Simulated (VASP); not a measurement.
# BaB (Pm-3m) in VASP: reference runs, part 2 of 2

VASP 6.6.1.

## Step 3: Single point, PBE (atoms moved at random, drawn with an rms of 0.05 Å)

File INCAR:

```
SYSTEM = BaB
  ALGO = Normal
  EDIFF = 1E-7
  ENCUT = 520
  GGA = PE
  ISIF = 2
  ISMEAR = -1
  LASPH = .TRUE.
  LCHARG = .TRUE.
  LELF = .TRUE.
  LREAL = .FALSE.
  LVHAR = .TRUE.
  LWAVE = .FALSE.
  NBANDS = 14
  NELM = 80
  PREC = Accurate
  SIGMA = 0.05
```

File KPOINTS:

```
k-points
0
G
  7 7 7
  0 0 0
```

File POSCAR:

```
BaB
1.0
    3.6857300000      0.0000000000      0.0000000000
    0.0000000000      3.6857300000      0.0000000000
    0.0000000000      0.0000000000      3.6857300000
Ba B
1 1
Direct
    0.0054910000      0.0011760000      0.0065300000
    0.5078340000      0.5002920000      0.5011460000
```

Potentials or basis: VASP PAW PBE potentials, release 64 (Ba_sv, B).

On the command line:

```sh
> cat potpaw_PBE.64/Ba_sv/POTCAR potpaw_PBE.64/B/POTCAR > POTCAR
> mpirun -np 1 vasp_std > vasp.out
```

OUTCAR:

```text
SYSTEM = BaB
   EDIFF = 1E-7
   ENCUT = 520
   GGA = PE
   ISIF = 2
   ISMEAR = -1
   LASPH = .TRUE.
   LREAL = .FALSE.
   NELM = 80
   PREC = Accurate

 ion  position               nearest neighbor table
   1  0.005  0.001  0.007-   2 3.17   2 3.18   2 3.18   2 3.19   2 3.20   2 3.20   2 3.21   2 3.21

   2  0.508  0.500  0.501-   1 3.17   1 3.18   1 3.18   1 3.19   1 3.20   1 3.20   1 3.21   1 3.21

  LATTYP: Found a simple cubic cell.
 ALAT       =     3.6857300000

  Lattice vectors:

 A1 = (   3.6857300000,   0.0000000000,   0.0000000000)
 A2 = (   0.0000000000,   3.6857300000,   0.0000000000)
 A3 = (   0.0000000000,   0.0000000000,   3.6857300000)

Analysis of symmetry for initial positions (statically):
=====================================================================
 Subroutine PRICEL returns:
 Original cell was already a primitive cell.

 Routine SETGRP: Setting up the symmetry group for a
 simple cubic supercell.

 Subroutine GETGRP returns: Found  1 space group operations
 (whereof  1 operations were pure point group operations)
 out of a pool of 48 trial point group operations.

The static configuration has the point symmetry C_1 .

Analysis of symmetry for dynamics (positions and initial velocities):
=====================================================================
 Subroutine PRICEL returns:
 Original cell was already a primitive cell.

 Routine SETGRP: Setting up the symmetry group for a
 simple cubic supercell.

 Subroutine GETGRP returns: Found  1 space group operations
 (whereof  1 operations were pure point group operations)
 out of a pool of 48 trial point group operations.

The dynamic configuration has the point symmetry C_1 .

 Subroutine INISYM returns: Found  1 space group operations
 (whereof  1 operations are pure point group operations),
 and found     1 'primitive' translations

----------------------------------------------------------------------------------------

                                     Primitive cell

  volume of cell :      50.0692

  direct lattice vectors                    reciprocal lattice vectors
     3.685730000  0.000000000  0.000000000     0.271316673  0.000000000  0.000000000
     0.000000000  3.685730000  0.000000000     0.000000000  0.271316673  0.000000000
     0.000000000  0.000000000  3.685730000     0.000000000  0.000000000  0.271316673

  length of vectors
     3.685730000  3.685730000  3.685730000     0.271316673  0.271316673  0.271316673

  position of ions in fractional coordinates (direct lattice)
     0.005491000  0.001176000  0.006530000
     0.507834000  0.500292000  0.501146000

  ion indices of the primitive-cell ions
   primitive index   ion index
                 1           1
                 2           2

----------------------------------------------------------------------------------------

 KPOINTS: k-points

Automatic generation of k-mesh.
 Grid dimensions read from file:
 generate k-points for:    7    7    7

 Generating k-lattice:

  Cartesian coordinates                     Fractional coordinates (reciprocal lattice)
[... 39 lines left out ...]
  0.000000 -0.285714  0.142857      2.000000
 -0.142857  0.000000  0.285714      2.000000
 [... further k-points ...]
   k-points           NKPTS =    172   k-points in BZ     NKDIM =    172   number of bands    NBANDS=     14
   number of dos      NEDOS =    301   number of ions     NIONS =      2
   total plane-waves  NPLWV =  21952
   dimension x,y,z NGX =    28 NGY =   28 NGZ =   28
   dimension x,y,z NGXF=    56 NGYF=   56 NGZF=   56
   ions per type =               1   1
   NGX,Y,Z   is equivalent  to a cutoff of  12.63, 12.63, 12.63 a.u.
   NGXF,Y,Z  is equivalent  to a cutoff of  25.26, 25.26, 25.26 a.u.
 SYSTEM =  BaB
   PREC   = accura    normal or accurate (medium, high low for compatibility)
   ISTART =      0    job   : 0-new  1-cont  2-samecut
   ICHARG =      2    charge: 1-file 2-atom 10-const
   ISPIN  =      1    spin polarized calculation?
   LNONCOLLINEAR =      F non collinear calculations
   LSORBIT =      F    spin-orbit coupling
   LASPH  =      T    aspherical Exc in radial PAW
   ENCUT  =  520.0 eV  38.22 Ry    6.18 a.u.   6.85  6.85  6.85*2*pi/ulx,y,z
   NELM   =     80;   NELMIN=  2; NELMDL= -5     # of ELM steps
   EDIFF  = 0.1E-06   stopping-criterion for ELM
   LREAL  =      F    real-space projection
   EDIFFG = 0.1E-05   stopping-criterion for IOM
   NSW    =      0    number of steps for IOM
   IBRION =     -1    ionic relax: 0-MD 1-quasi-New 2-CG
   NFREE  =      0    steps in history (QN), initial steepest desc. (CG)
   ISIF   =      2    stress and relaxation
   ISYM   =      2    0-nonsym 1-usesym 2-fastsym
   POTIM  = 0.5000    time-step for ionic-motion
   TEBEG  =    0.0;   TEEND  =   0.0 temperature during run
   PSTRESS=    0.0 pullay stress
   NELECT =      13.0000    total number of electrons
   NUPDOWN=      -1.0000    fix difference up-down
   EMIN   =  10.00;   EMAX   =-10.00  energy-range for DOS
   EFERMI =   0.00;   METHOD = LEGACY
   ISMEAR =    -1;   SIGMA  =   0.05  broadening in eV -4-tet -1-fermi 0-gaus
   EFERMI_NEDOS =   21; number of points for ismear=-14 and -15
   IALGO  =     38    algorithm
   IMIX   =      4    mixing-type and parameters
     AMIX     =   0.40;   BMIX     =  1.00
     AMIX_MAG =   1.60;   BMIX_MAG =  1.00
  volume/ion in A,a.u.               =      25.03       168.94
  Fermi-wavevector in a.u.,A,eV,Ry     =   1.044397  1.973625 14.840770  1.090766
  Thomas-Fermi vector in A             =   2.179148
   LORBIT       =      0    0 simple, 1 ext, 2 COOP (PROOUT), +10 PAW based schemes
   GGA     = PE    functional components
   LHFCALC =     F    Hartree Fock is set to
   AEXX    =    0.0000 exact exchange contribution
   IVDW    =     0    specifies the selected vdW correction
   LEPSILON=     F    determine dielectric tensor
   LRPA    =     F    only Hartree local field effects (RPA)
 non-spin polarized calculation
  energy-cutoff  :      520.00
  volume of cell :       50.07
 maximum number of plane-waves:      1367
   NGX = 13   NGY = 13   NGZ = 13

 number of electron      13.0000000 magnetization

 Free energy of the ion-electron system (eV)
  ---------------------------------------------------
  ext. energy  EPLUGINS =         0.00000000
  ---------------------------------------------------
  free energy    TOTEN  =        -6.46892565 eV

  energy without entropy =       -6.45950296  energy(sigma->0) =       -6.46421430

 E-fermi :   2.9054     XC(G=0):  -9.4173

 val. band max:        2.8249399357   @ k =   0.1429  -0.1429   0.4286
 cond. band min:       2.9182834239   @ k =   0.2857   0.1429   0.2857
 fundamental gap:      0.0933434881
 Fermi energy:         2.9054165877

 k-point     1 :       0.0000    0.0000    0.0000
  band No.  band energies     occupation
      1     -24.7823      2.00000
      2      -9.4299      2.00000
      3      -9.4298      2.00000
      4      -9.4297      2.00000
      5      -3.6654      2.00000
      6       3.6057      0.00000
      7       3.6089      0.00000
      8       4.8792      0.00000
      9       4.8800      0.00000
     10       4.8844      0.00000
     11       9.4085      0.00000
     12       9.6687      0.00000
     13       9.6693      0.00000
     14       9.6695      0.00000
[... 377 lines left out ...]
      1     -24.6737      2.00000
      2     -10.3355      2.00000
      3      -9.6221      2.00000
      4      -9.3061      2.00000
      5      -2.4752      2.00000
      6       2.0780      2.00000
      7       3.5420      0.00001
      8       4.1298      0.00000
      9       4.8155      0.00000
     10       7.2181      0.00000
     11       8.7760      0.00000
     12       9.0433      0.00000
     13      10.5555      0.00000
     14      11.6113      0.00000

 [... further k-points ...]

------------------------ aborting loop because EDIFF is reached ----------------------------------------

  FORCE on cell =-STRESS in cart. coord.  units (eV):
  Direction    XX          YY          ZZ          XY          YZ          ZX
  --------------------------------------------------------------------------------------
  -------------------------------------------------------------------------------------
  Total        0.2494389      0.2493099      0.2491389     -0.0002005      0.0004627     -0.0012503
  in kB        7.9818634      7.9777341      7.9722622     -0.0064155      0.0148048     -0.0400098
  external PRESSURE =       7.9772866 kB  Pullay stress =       0.0000000 kB

 VOLUME and BASIS-vectors are now :
 -----------------------------------------------------------------------------
  energy-cutoff  :      520.00
  volume of cell :       50.07
      direct lattice vectors                 reciprocal lattice vectors
     3.685730000  0.000000000  0.000000000     0.271316673  0.000000000  0.000000000
     0.000000000  3.685730000  0.000000000     0.000000000  0.271316673  0.000000000
     0.000000000  0.000000000  3.685730000     0.000000000  0.000000000  0.271316673

 POSITION                                       TOTAL-FORCE (eV/Angst)
 -----------------------------------------------------------------------------------
      0.02024      0.00433      0.02407         0.018977     -0.007168     -0.043579
      1.87174      1.84394      1.84709        -0.018977      0.007168      0.043579
 -----------------------------------------------------------------------------------
    total drift:                               -0.000014     -0.000020     -0.000017

  FREE ENERGIE OF THE ION-ELECTRON SYSTEM (eV)
  ---------------------------------------------------
  free  energy   TOTEN  =        -6.4689256452 eV

  energy  without entropy=       -6.4595029613  energy(sigma->0) =       -6.46421430
```

OSZICAR:

```text
N       E                     dE             d eps       ncg     rms          rms(c)
DAV:   1     0.535622922868E+02    0.53562E+02   -0.55184E+03  4816   0.780E+02
DAV:   2    -0.395580756432E+01   -0.57518E+02   -0.54352E+02  6470   0.150E+02
DAV:   3    -0.654623545846E+01   -0.25904E+01   -0.25715E+01  6634   0.295E+01
DAV:   4    -0.658965741371E+01   -0.43422E-01   -0.43409E-01  5652   0.374E+00
DAV:   5    -0.659084333437E+01   -0.11859E-02   -0.11859E-02  6350   0.489E-01    0.437E+00
DAV:   6    -0.647969627625E+01    0.11115E+00   -0.10336E-01  5734   0.209E+00    0.264E+00
DAV:   7    -0.646836545367E+01    0.11331E-01   -0.67818E-02  6760   0.162E+00    0.693E-01
DAV:   8    -0.646872325990E+01   -0.35781E-03   -0.59049E-03  5446   0.534E-01    0.754E-02
DAV:   9    -0.646892846440E+01   -0.20520E-03   -0.49723E-04  6304   0.182E-01    0.400E-02
DAV:  10    -0.646892549654E+01    0.29679E-05   -0.80138E-05  5524   0.733E-02    0.577E-03
DAV:  11    -0.646892639108E+01   -0.89454E-06   -0.90082E-06  6126   0.182E-02    0.550E-03
DAV:  12    -0.646892578676E+01    0.60432E-06   -0.55459E-07  6290   0.461E-03    0.153E-03
DAV:  13    -0.646892564347E+01    0.14329E-06   -0.50270E-08  3560   0.148E-03    0.653E-04
DAV:  14    -0.646892564517E+01   -0.16939E-08   -0.23631E-08  2726   0.936E-04
   1 F= -.64689256E+01 E0= -.64642143E+01  d E =-.942268E-02
```

Run time: 44 s. Hardware: 1 thread of Intel Xeon 6975P-C (Granite Rapids), shared host; peak memory 0.25 GiB.

What came out:

```yaml
Free_energy: -6.4689 eV
Pressure: 0.8 GPa
Largest_force: 0.048 eV/Å
Band_gap_on_the_k_mesh: none (metal or under the smearing width)
```

Forces on the atoms (eV/Å):
```
Ba   0.019 -0.007 -0.044
B   -0.019  0.007  0.044
```

Levels at points of the mesh, in eV from the Fermi level:
```tsv
k point	band 2	band 3	band 4	band 5	band 6	band 7	band 8	band 9	band 10	band 11
(0.00, 0.00, 0.00)	-12.34	-12.34	-12.34	-6.57	0.70	0.70	1.97	1.97	1.98	6.50
```
